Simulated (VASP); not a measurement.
All values below come from PBEsol GGA, VASP's PBE PAW potentials (set 64) (plane waves; VASP).

VASP ran on this input.

### KPOINTS
```
Automatic mesh
0
Gamma
14 14 8
0 0 0
```

**POSCAR**
```
Re
1
    2.7600000000     0.0000000000     0.0000000000
   -1.3800000000     2.3902300000     0.0000000000
    0.0000000000     0.0000000000     4.4600000000
Re
2
Direct
  0.6666670000   0.3333330000   0.7500000000
  0.3333330000   0.6666670000   0.2500000000
```

INCAR:
```
SYSTEM=Re
PREC=Accurate; ENCUT=480; LREAL=.False.
LASPH=.True.
EDIFF=1E-6; NELM=100; ALGO=Normal
LMAXMIX=6
ISMEAR=1; SIGMA=0.1
GGA=PS
IBRION=2; NSW=60; ISIF=3
EDIFFG=-0.01
LWAVE=.False.; LCHARG=.False.
```

POTCAR, in this order: Re (PBE.64 set). Program: vasp_std.

The resulting files:

### OUTCAR
```
 ion  position               nearest neighbor table
   1  0.667  0.333  0.750-   2 2.74   2 2.74   2 2.74   2 2.74   2 2.74   2 2.74
   2  0.333  0.667  0.250-   1 2.74   1 2.74   1 2.74   1 2.74   1 2.74   1 2.74
  LATTYP: Found a hexagonal cell.
 ALAT       =     2.7600000000
 C/A-ratio  =     1.6159420290
 Subroutine PRICEL returns:
 Original cell was already a primitive cell.
 Subroutine GETGRP returns: Found 24 space group operations
The static configuration has the point symmetry D_3d.
 The point group associated with its full space group is D_6h.
The dynamic configuration has the point symmetry D_3d.
 Subroutine INISYM returns: Found 24 space group operations
 Subroutine IBZKPT returns following result:
 Found    120 irreducible k-points:

 Following reciprocal coordinates:
            Coordinates               Weight
  0.000000  0.000000  0.000000      1.000000
  0.071429  0.000000  0.000000      6.000000
  0.142857  0.000000  0.000000      6.000000
  0.214286  0.000000  0.000000      6.000000
  0.285714  0.000000  0.000000      6.000000
  0.357143  0.000000  0.000000      6.000000
  0.428571  0.000000  0.000000      6.000000
  0.500000  0.000000  0.000000      3.000000
  0.071429  0.071429  0.000000      6.000000
  0.142857  0.071429  0.000000     12.000000
  0.214286  0.071429  0.000000     12.000000
  0.285714  0.071429  0.000000     12.000000
  0.357143  0.071429  0.000000     12.000000
  0.428571  0.071429  0.000000     12.000000
  0.142857  0.142857  0.000000      6.000000
  0.214286  0.142857  0.000000     12.000000
  0.285714  0.142857  0.000000     12.000000
  0.357143  0.142857  0.000000     12.000000
  0.428571  0.142857  0.000000      6.000000
  0.214286  0.214286  0.000000      6.000000
  0.285714  0.214286  0.000000     12.000000
  0.357143  0.214286  0.000000     12.000000
  0.285714  0.285714  0.000000      6.000000
  0.357143  0.285714  0.000000      6.000000
  0.000000  0.000000  0.125000      2.000000
  0.071429  0.000000  0.125000     12.000000
  0.142857  0.000000  0.125000     12.000000
  0.214286  0.000000  0.125000     12.000000
  0.285714  0.000000  0.125000     12.000000
  0.357143  0.000000  0.125000     12.000000
  0.428571  0.000000  0.125000     12.000000
  0.500000  0.000000  0.125000      6.000000
  0.071429  0.071429  0.125000     12.000000
  0.142857  0.071429  0.125000     24.000000
  0.214286  0.071429  0.125000     24.000000
  0.285714  0.071429  0.125000     24.000000
  0.357143  0.071429  0.125000     24.000000
  0.428571  0.071429  0.125000     24.000000
  0.142857  0.142857  0.125000     12.000000
  0.214286  0.142857  0.125000     24.000000
   k-points           NKPTS =    120   k-points in BZ     NKDIM =    120   number of bands    NBANDS=     11
   number of dos      NEDOS =    301   number of ions     NIONS =      2
   total plane-waves  NPLWV =  12800
   dimension x,y,z NGX =    20 NGY =   20 NGZ =   32
   dimension x,y,z NGXF=    40 NGYF=   40 NGZF=   64
   ions per type =               2
   PREC   = accura    normal or accurate (medium, high low for compatibility)
   ISTART =      0    job   : 0-new  1-cont  2-samecut
   ICHARG =      2    charge: 1-file 2-atom 10-const
   ISPIN  =      1    spin polarized calculation?
   LNONCOLLINEAR =      F non collinear calculations
   LSORBIT =      F    spin-orbit coupling
   INIWAV =      1    electr: 0-lowe 1-rand  2-diag
   ENCUT  =  480.0 eV  35.28 Ry    5.94 a.u.   4.93  4.93  7.97*2*pi/ulx,y,z
   NELM   =    100;   NELMIN=  2; NELMDL= -5     # of ELM steps
   EDIFF  = 0.1E-05   stopping-criterion for ELM
   LREAL  =      F    real-space projection
...
```

OSZICAR:
```
       N       E                     dE             d eps       ncg     rms          rms(c)
DAV:   1     0.242826364537E+02    0.24283E+02   -0.67486E+03  4860   0.151E+03
DAV:   2    -0.224911272455E+02   -0.46774E+02   -0.39977E+02  4247   0.320E+02
DAV:   3    -0.279537103891E+02   -0.54626E+01   -0.45961E+01  4545   0.213E+02
DAV:   4    -0.282463701700E+02   -0.29266E+00   -0.24665E+00  4841   0.219E+01
DAV:   5    -0.282611033577E+02   -0.14733E-01   -0.12569E-01  4692   0.320E+00    0.446E+01
DAV:   6    -0.271243317077E+02    0.11368E+01   -0.11698E+00  4933   0.325E+01    0.182E+01
DAV:   7    -0.267502546122E+02    0.37408E+00   -0.79686E-01  5070   0.257E+01    0.594E-01
DAV:   8    -0.267365094417E+02    0.13745E-01   -0.11140E-02  5129   0.116E+00    0.197E-01
DAV:   9    -0.267357162479E+02    0.79319E-03   -0.51228E-04  4926   0.211E-01    0.372E-02
DAV:  10    -0.267357151703E+02    0.10776E-05   -0.52311E-05  4430   0.694E-02    0.630E-03
DAV:  11    -0.267357150181E+02    0.15221E-06   -0.45607E-07  2488   0.198E-02
   1 F= -.26735715E+02 E0= -.26736008E+02  d E =-.267357E+02
       N       E                     dE             d eps       ncg     rms          rms(c)
DAV:   1    -0.267346985851E+02    0.10166E-02   -0.11847E+01  2640   0.225E+02    0.109E+01
DAV:   2    -0.266850022968E+02    0.49696E-01   -0.11278E-01  4385   0.117E+01    0.383E+00
DAV:   3    -0.266642263157E+02    0.20776E-01   -0.43601E-02  4470   0.732E+00    0.460E-01
DAV:   4    -0.266640448153E+02    0.18150E-03   -0.11399E-03  5110   0.770E-01    0.259E-01
DAV:   5    -0.266640861116E+02   -0.41296E-04   -0.50809E-04  5124   0.678E-01    0.476E-02
DAV:   6    -0.266640983826E+02   -0.12271E-04   -0.85993E-06  3777   0.110E-01    0.112E-02
DAV:   7    -0.266640993237E+02   -0.94108E-06   -0.50191E-06  2698   0.440E-02
   2 F= -.26664099E+02 E0= -.26664286E+02  d E =0.716157E-01
       N       E                     dE             d eps       ncg     rms          rms(c)
DAV:   1    -0.267875572448E+02   -0.12346E+00   -0.58961E+00  3088   0.145E+02    0.825E+00
DAV:   2    -0.267522434747E+02    0.35314E-01   -0.74803E-02  4226   0.996E+00    0.315E+00
DAV:   3    -0.267396385469E+02    0.12605E-01   -0.30725E-02  4480   0.601E+00    0.320E-01
DAV:   4    -0.267397002554E+02   -0.61708E-04   -0.45643E-04  5052   0.290E-01    0.122E-01
DAV:   5    -0.267397327120E+02   -0.32457E-04   -0.27094E-04  5085   0.442E-01    0.322E-02
DAV:   6    -0.267397395509E+02   -0.68389E-05   -0.44771E-06  2928   0.906E-02    0.861E-03
DAV:   7    -0.267397400426E+02   -0.49166E-06   -0.82225E-06  3310   0.351E-02
   3 F= -.26739740E+02 E0= -.26740030E+02  d E =-.402502E-02
       N       E                     dE             d eps       ncg     rms          rms(c)
DAV:   1    -0.267397430317E+02   -0.34808E-05   -0.14647E-04  2851   0.749E-01    0.377E-02
DAV:   2    -0.267397423520E+02    0.67966E-06   -0.76542E-07  1718   0.528E-02
   4 F= -.26739742E+02 E0= -.26740032E+02  d E =-.402733E-02
       N       E                     dE             d eps       ncg     rms          rms(c)
DAV:   1    -0.267397387800E+02    0.42517E-05   -0.11758E-03  2732   0.216E+00    0.110E-01
DAV:   2    -0.267397327284E+02    0.60515E-05   -0.14763E-05  4177   0.148E-01    0.389E-02
DAV:   3    -0.267397304965E+02    0.22320E-05   -0.17988E-06  1549   0.829E-02    0.106E-02
DAV:   4    -0.267397308691E+02   -0.37263E-06   -0.49152E-06  2944   0.179E-02
   5 F= -.26739731E+02 E0= -.26740020E+02  d E =-.401585E-02
       N       E                     dE             d eps       ncg     rms          rms(c)
DAV:   1    -0.267397456993E+02   -0.15203E-04   -0.51972E-04  2778   0.141E+00    0.660E-02
DAV:   2    -0.267397429501E+02    0.27491E-05   -0.54475E-06  3284   0.915E-02    0.211E-02
DAV:   3    -0.267397414739E+02    0.14762E-05   -0.12781E-06  1586   0.476E-02    0.813E-03
DAV:   4    -0.267397413925E+02    0.81443E-07   -0.89609E-07  1492   0.211E-02
   6 F= -.26739741E+02 E0= -.26740031E+02  d E =-.402637E-02
       N       E                     dE             d eps       ncg     rms          rms(c)
DAV:   1    -0.267398180419E+02   -0.76568E-04   -0.14604E-02  3966   0.625E+00    0.297E-01
DAV:   2    -0.267397108108E+02    0.10723E-03   -0.13940E-04  4822   0.277E-01    0.115E-01
DAV:   3    -0.267396782109E+02    0.32600E-04   -0.68505E-05  4993   0.231E-01    0.148E-02
DAV:   4    -0.267396781216E+02    0.89371E-07   -0.60485E-07  1914   0.116E-02
   7 F= -.26739678E+02 E0= -.26739988E+02  d E =0.632709E-04
       N       E                     dE             d eps       ncg     rms          rms(c)
DAV:   1    -0.267398213463E+02   -0.14314E-03   -0.77195E-03  3969   0.454E+00    0.198E-01
DAV:   2    -0.267397679981E+02    0.53348E-04   -0.74154E-05  4763   0.201E-01    0.724E-02
DAV:   3    -0.267397532789E+02    0.14719E-04   -0.33758E-05  4893   0.163E-01    0.125E-02
DAV:   4    -0.267397534208E+02   -0.14194E-06   -0.22574E-07  1650   0.100E-02
   8 F= -.26739753E+02 E0= -.26740049E+02  d E =-.120284E-04
       N       E                     dE             d eps       ncg     rms          rms(c)
DAV:   1    -0.267397911570E+02   -0.37878E-04   -0.39745E-03  3980   0.259E+00    0.108E-01
DAV:   2    -0.267397571482E+02    0.34009E-04   -0.45461E-05  4650   0.120E-01    0.418E-02
DAV:   3    -0.267397482001E+02    0.89481E-05   -0.20662E-05  4393   0.936E-02    0.684E-03
DAV:   4    -0.267397482848E+02   -0.84697E-07   -0.32067E-07  1687   0.813E-03
   9 F= -.26739748E+02 E0= -.26740056E+02  d E =0.513605E-05
       N       E                     dE             d eps       ncg     rms          rms(c)
DAV:   1    -0.267397751260E+02   -0.26926E-04   -0.13428E-03  3980   0.151E+00    0.552E-02
DAV:   2    -0.267397637361E+02    0.11390E-04   -0.15385E-05  4595   0.689E-02    0.203E-02
DAV:   3    -0.267397598107E+02    0.39254E-05   -0.26757E-06  1669   0.524E-02    0.101E-02
DAV:   4    -0.267397599488E+02   -0.13816E-06   -0.74391E-07  1410   0.334E-02
  10 F= -.26739760E+02 E0= -.26740061E+02  d E =-.652799E-05
```

### OUTCAR
```
------------------------ aborting loop because EDIFF is reached ----------------------------------------
  FORCE on cell =-STRESS in cart. coord.  units (eV):
  Direction    XX          YY          ZZ          XY          YZ          ZX
  --------------------------------------------------------------------------------------
  Total        0.0082113      0.0082113     -0.0111507      0.0000000     -0.0000000      0.0000000
  in kB        0.4518438      0.4518438     -0.6135891      0.0000000     -0.0000000      0.0000000
  external PRESSURE =       0.0966995 kB  Pullay stress =       0.0000000 kB
  volume of cell :       29.12
      direct lattice vectors                 reciprocal lattice vectors
     2.749268100  0.000000000 -0.000000000     0.363733170  0.210001453  0.000000000
    -1.374634050  2.380935903 -0.000000000    -0.000000000  0.420002907  0.000000000
    -0.000000000 -0.000000000  4.448063990     0.000000000  0.000000000  0.224816910
 POSITION                                       TOTAL-FORCE (eV/Angst)
 -----------------------------------------------------------------------------------
      1.37464      0.79364      3.33605        -0.000000      0.000000      0.000000
     -0.00000      1.58729      1.11202         0.000000     -0.000000      0.000000
 -----------------------------------------------------------------------------------
    total drift:                                0.000011     -0.000007     -0.000013
  FREE ENERGIE OF THE ION-ELECTRON SYSTEM (eV)
  ---------------------------------------------------
  free  energy   TOTEN  =       -26.7397599488 eV

  energy  without entropy=      -26.7406627068  energy(sigma->0) =      -26.74006087

 reached required accuracy - stopping structural energy minimisation
```
(Selected blocks of OUTCAR.)

File CONTCAR:
```
Re
   1.00000000000000
     2.7492680996261414    0.0000000000000000   -0.0000000000000000
    -1.3746340498130707    2.3809359029799100   -0.0000000000000000
    -0.0000000000000000   -0.0000000000000000    4.4480639901668839
  Re
     2
Direct
     0.6666669999999968    0.3333330000000032    0.7500000000000000
     0.3333330000000032    0.6666669999999968    0.2500000000000000
```

The compound is Re in the hcp structure. This run relaxes it. Symmetry was kept, so distortions that lower it aren't found.
